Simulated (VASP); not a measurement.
## Fitting the PBE energy curve of La3Zr

Symmetry: Pm-3m, No. 221, cubic system. Conventional cell: a = 5.073 Å, b = 5.073 Å, c = 5.073 Å, α = 90.00°, β = 90.00°, γ = 90.00°. La (site symmetry 4/mmm) has 8 La at 3.59 Å and 4 Zr at 3.59 Å as nearest neighbours. Zr (site symmetry m-3m) has 12 La at 3.59 Å as nearest neighbours.

The cell comes from a database or a generator and needn't be the stable form of this composition.

The cell was scaled at fixed shape and fractions and run with VASP, PBE PAW files La, Zr_sv, 520 eV; PBE, k mesh 5 × 5 × 5 on the cell of 4 atoms, fermi-dirac occupations of 0.05 eV, no spin polarisation, no spin-orbit coupling. Energies are those that the program minimises, any entropy of the smearing included. For a metal such a mesh isn't converged to the digits shown.

| V (Å³/atom) | energy over the lowest row (meV/atom) |
| --- | --- |
| 30.6746 | 13.240 |
| 31.3272 | ? |
| 31.9799 | 1.030 |
| 32.6325 | 0.000 |
| 33.2852 | 1.987 |
| 33.9378 | 6.739 |
| 34.5905 | 13.983 |

Problem. Fit the third-order Birch-Murnaghan form, give V0, B0 and B′, and predict the energy left open.

Solution. With y = (V0/V)^(2/3), E = E0 + (9 V0 B0/16) [(y - 1)³ B′ + (y - 1)² (6 - 4y)]. Least squares through the rows shown give V0 = 32.5187 Å³/atom, E0 = -0.041 meV, B0 = 37.34 GPa (1 eV/Å³ = 160.218 GPa) and B′ = 3.45, with a largest miss of 0.008 meV. At V = 31.3272 the form with these constants gives 5.335 meV; the run gave 5.356 meV an atom.
